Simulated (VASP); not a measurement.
Data:

```yaml
crystal:
  lattice:
    - [0.00000, 2.54571, 2.54571]
    - [2.54571, 0.00000, 2.54571]
    - [2.54571, 2.54571, 0.00000]
  atoms:
    - { symbol: Cu, position: [0.00000, 0.00000, 0.00000] }
    - { symbol: Cl, position: [0.25000, 0.25000, 0.25000] }
```

Computed with PBEsol GGA, VASP's PBE PAW potentials (set 64) (plane waves; VASP). Numerical set-up: 500 eV cut-off, 9×9×9 Γ-centred mesh, Gaussian smearing of 0.050 eV, potentials Cu Cl.

Problem. What does the run give for the energy per atom (σ→0), pressure, band gap (on the k-mesh) with the smallest direct gap where there is one?

Solution. 
| Quantity | Result |
|---|---|
| band gap (on the k-mesh) | 0.83 eV |
| smallest direct gap (on the k-mesh) | 0.83 eV |
| energy per atom (σ→0) | -3.472 eV/atom |
| pressure | 9.92 GPa |

The absolute energy has meaning only against runs of the same code, potentials and settings.

The compound is CuCl in the zinc blende structure. It was relaxed first under an external pressure of 10 GPa.
